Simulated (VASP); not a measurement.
Output of a VASP run:

OUTCAR:
```
 ion  position               nearest neighbor table
   1  0.000  0.000  0.000-   3 2.87   4 2.87   5 2.87   3 2.87   4 2.87   4 2.87   5 2.87   4 2.87
                             3 2.87   5 2.87   3 2.87   5 2.87   2 3.52   2 3.52   2 3.52   2 3.52
   2  0.500  0.500  0.500-   3 2.03   4 2.03   5 2.03   5 2.03   3 2.03   4 2.03   1 3.52   1 3.52
                             1 3.52   1 3.52   1 3.52   1 3.52   1 3.52   1 3.52
   3  0.500  0.000  0.500-   2 2.03   2 2.03   1 2.87   1 2.87   1 2.87   1 2.87
   4  0.000  0.500  0.500-   2 2.03   2 2.03   1 2.87   1 2.87   1 2.87   1 2.87
   5  0.500  0.500  0.000-   2 2.03   2 2.03   1 2.87   1 2.87   1 2.87   1 2.87
  LATTYP: Found a simple cubic cell.
 ALAT       =     4.0605097978
 Subroutine PRICEL returns:
 Original cell was already a primitive cell.
 Subroutine GETGRP returns: Found 48 space group operations
The static configuration has the point symmetry O_h .
The dynamic configuration has the point symmetry O_h .
 Subroutine INISYM returns: Found 48 space group operations
 Subroutine IBZKPT returns following result:
 Found     20 irreducible k-points:

 Following reciprocal coordinates:
            Coordinates               Weight
  0.000000  0.000000  0.000000      1.000000
  0.166667  0.000000  0.000000      6.000000
  0.333333  0.000000  0.000000      6.000000
  0.500000  0.000000  0.000000      3.000000
  0.166667  0.166667  0.000000     12.000000
  0.333333  0.166667  0.000000     24.000000
  0.500000  0.166667  0.000000     12.000000
  0.333333  0.333333  0.000000     12.000000
  0.500000  0.333333  0.000000     12.000000
  0.500000  0.500000  0.000000      3.000000
  0.166667  0.166667  0.166667      8.000000
  0.333333  0.166667  0.166667     24.000000
  0.500000  0.166667  0.166667     12.000000
  0.333333  0.333333  0.166667     24.000000
  0.500000  0.333333  0.166667     24.000000
  0.500000  0.500000  0.166667      6.000000
  0.333333  0.333333  0.333333      8.000000
  0.500000  0.333333  0.333333     12.000000
  0.500000  0.500000  0.333333      6.000000
  0.500000  0.500000  0.500000      1.000000
   k-points           NKPTS =     20   k-points in BZ     NKDIM =     20   number of bands    NBANDS=     24
   number of dos      NEDOS =    301   number of ions     NIONS =      5
   total plane-waves  NPLWV =  27000
   dimension x,y,z NGX =    30 NGY =   30 NGZ =   30
   dimension x,y,z NGXF=    60 NGYF=   60 NGZF=   60
   ions per type =               1   1   3
   PREC   = accura    normal or accurate (medium, high low for compatibility)
   ISTART =      0    job   : 0-new  1-cont  2-samecut
   ICHARG =      2    charge: 1-file 2-atom 10-const
   ISPIN  =      1    spin polarized calculation?
   LNONCOLLINEAR =      F non collinear calculations
   LSORBIT =      F    spin-orbit coupling
   INIWAV =      1    electr: 0-lowe 1-rand  2-diag
   ENCUT  =  520.0 eV  38.22 Ry    6.18 a.u.   7.55  7.55  7.55*2*pi/ulx,y,z
   NELM   =    100;   NELMIN=  2; NELMDL= -5     # of ELM steps
   EDIFF  = 0.1E-06   stopping-criterion for ELM
   LREAL  =      F    real-space projection
   NLSPLINE    = F    spline interpolate recip. space projectors
   LMAXMIX     =    4 max onsite mixed and CHGCAR
   VOSKOWN=      0    Vosko Wilk Nusair interpolation
   EDIFFG = 0.1E-05   stopping-criterion for IOM
   NSW    =      0    number of steps for IOM
   NBLOCK =      1;   KBLOCK =      1    inner block; outer block
   IBRION =     -1    ionic relax: 0-MD 1-quasi-New 2-CG
   NFREE  =      0    steps in history (QN), initial steepest desc. (CG)
   ISIF   =      2    stress and relaxation
   ISYM   =      2    0-nonsym 1-usesym 2-fastsym
   TEIN   =    0.0    initial temperature
   TEBEG  =    0.0;   TEEND  =   0.0 temperature during run
   SMASS  =  -3.00    Nose mass-parameter (am)
   PSTRESS=    0.0 pullay stress
   NELECT =      40.0000    total number of electrons
   EFERMI =   0.00;   METHOD = LEGACY
   ISMEAR =     0;   SIGMA  =   0.05  broadening in eV -4-tet -1-fermi 0-gaus
   IALGO  =     38    algorithm
   LDIAG  =      T    sub-space diagonalisation (order eigenvalues)
   IMIX   =      4    mixing-type and parameters
     AMIX     =   0.40;   BMIX     =  1.00
     AMIX_MAG =   1.60;   BMIX_MAG =  1.00
...
```

OSZICAR:
```
       N       E                     dE             d eps       ncg     rms          rms(c)
DAV:   1     0.469343613243E+03    0.46934E+03   -0.21586E+04   960   0.179E+03
DAV:   2     0.640244383742E+01   -0.46294E+03   -0.45587E+03  1192   0.486E+02
DAV:   3    -0.404624234869E+02   -0.46865E+02   -0.46737E+02  1360   0.148E+02
DAV:   4    -0.426391799303E+02   -0.21768E+01   -0.21753E+01  1400   0.290E+01
DAV:   5    -0.427265029043E+02   -0.87323E-01   -0.87321E-01  1312   0.387E+00    0.229E+01
DAV:   6    -0.312959436990E+02    0.11431E+02   -0.83165E+01  1480   0.761E+01    0.107E+01
DAV:   7    -0.312066452874E+02    0.89298E-01   -0.15136E+01  1224   0.286E+01    0.640E+00
DAV:   8    -0.309561405563E+02    0.25050E+00   -0.81603E-01  1256   0.840E+00    0.345E+00
DAV:   9    -0.309607897146E+02   -0.46492E-02   -0.64493E-01  1280   0.684E+00    0.170E+00
DAV:  10    -0.309358933668E+02    0.24896E-01   -0.25482E-01  1176   0.466E+00    0.562E-01
DAV:  11    -0.309319814490E+02    0.39119E-02   -0.39528E-02  1072   0.122E+00    0.265E-01
DAV:  12    -0.309318007899E+02    0.18066E-03   -0.10382E-02  1224   0.848E-01    0.160E-01
DAV:  13    -0.309313620741E+02    0.43872E-03   -0.13278E-03  1160   0.357E-01    0.508E-02
DAV:  14    -0.309313317357E+02    0.30338E-04   -0.29479E-04  1424   0.133E-01    0.130E-02
DAV:  15    -0.309313318237E+02   -0.87988E-07   -0.30664E-05  1176   0.506E-02    0.786E-03
DAV:  16    -0.309313310519E+02    0.77184E-06   -0.74964E-06  1192   0.262E-02    0.294E-03
DAV:  17    -0.309313309648E+02    0.87079E-07   -0.47044E-07  1056   0.521E-03
   1 F= -.30931331E+02 E0= -.30931331E+02  d E =-.278970E-23
```

OUTCAR:
```
------------------------ aborting loop because EDIFF is reached ----------------------------------------
  FORCE on cell =-STRESS in cart. coord.  units (eV):
  Direction    XX          YY          ZZ          XY          YZ          ZX
  --------------------------------------------------------------------------------------
  Total       -1.9658378     -1.9658378     -1.9658378      0.0000000     -0.0000000      0.0000000
  in kB      -47.0453362    -47.0453362    -47.0453362      0.0000000     -0.0000000      0.0000000
  external PRESSURE =     -47.0453362 kB  Pullay stress =       0.0000000 kB
  volume of cell :       66.95
      direct lattice vectors                 reciprocal lattice vectors
     4.060509798  0.000000000  0.000000000     0.246274495  0.000000000  0.000000000
     0.000000000  4.060509798  0.000000000     0.000000000  0.246274495  0.000000000
     0.000000000  0.000000000  4.060509798     0.000000000  0.000000000  0.246274495
 POSITION                                       TOTAL-FORCE (eV/Angst)
 -----------------------------------------------------------------------------------
      0.00000      0.00000      0.00000         0.000000      0.000000      0.000000
      2.03025      2.03025      2.03025         0.000000      0.000000      0.000000
      2.03025      0.00000      2.03025         0.000000      0.000000      0.000000
      0.00000      2.03025      2.03025         0.000000      0.000000      0.000000
      2.03025      2.03025      0.00000         0.000000      0.000000      0.000000
 -----------------------------------------------------------------------------------
    total drift:                                0.000000      0.000000     -0.000000
  FREE ENERGIE OF THE ION-ELECTRON SYSTEM (eV)
  ---------------------------------------------------
  free  energy   TOTEN  =       -30.9313309648 eV

  energy  without entropy=      -30.9313309648  energy(sigma->0) =      -30.93133096
```
(Selected blocks of OUTCAR.)

POSCAR:
```
BaTiO3
1
    4.0605097978     0.0000000000     0.0000000000
    0.0000000000     4.0605097978     0.0000000000
    0.0000000000     0.0000000000     4.0605097978
Ba Ti O
1 1 3
Direct
  0.0000000000   0.0000000000   0.0000000000
  0.5000000000   0.5000000000   0.5000000000
  0.5000000000   0.0000000000   0.5000000000
  0.0000000000   0.5000000000   0.5000000000
  0.5000000000   0.5000000000   0.0000000000
```

Reconstruct the remaining input files.

Several could match; the one computed here: the input of the run itself, optB88-vdW, plane waves, VASP's PBE PAW potentials (set 64).

File KPOINTS:
```
K-points
0
G
 6 6 6
0 0 0
```

INCAR:
```
! general
SYSTEM   = BaTiO3
PREC     = Accurate
ENCUT    = 520
LREAL    = F
LASPH    = T

! electronic loop
EDIFF    = 1E-7
NELM     = 100
ALGO     = Normal
LMAXMIX  = 4

! smearing
ISMEAR   = 0
SIGMA    = 0.05

! functional
GGA      = BO
LUSE_VDW = T
AGGAC    = 0.0
PARAM1   = 0.1833333333
PARAM2   = 0.22

! ions
ISIF     = 2

! output
LWAVE    = F
LCHARG   = F
```

POTCAR, in this order: Ba_sv Ti_sv O (PBE.64 set). Program: vasp_std.

The compound is BaTiO3 in the cubic perovskite structure, the ideal cubic form; the compound distorts at low or room temperature. This cell is one point of a volume scan, at 1.03 of the reference volume.
